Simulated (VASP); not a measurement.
## Na (relaxed from the simple-cubic structure, space group Pm-3m): computed properties

All values below come from PBEsol GGA, VASP's PBE PAW potentials (set 64) (plane waves; VASP).

```json
{
  "space_group": "Pm-3m (221)",
  "cell": "a = b = c = 3.3572 Å, α = β = γ = 90.00°",
  "volume_per_atom": "37.84 Å³/atom",
  "band gap (over mesh and band path)": "none (metal, semimetal or under 0.01 eV)",
  "density": "1.01 g/cm³"
}
```

```
CELL_PARAMETERS angstrom
      3.35718     0.00000     0.00000
      0.00000     3.35718     0.00000
      0.00000     0.00000     3.35718
ATOMIC_POSITIONS crystal
  Na 0.00000 0.00000 0.00000
```

The structure was generated: Na was put into the simple-cubic type (Pm-3m), which need not be its known phase. It was relaxed first, which changed the volume by -11 %. Symmetry was kept, so distortions that lower it aren't found.
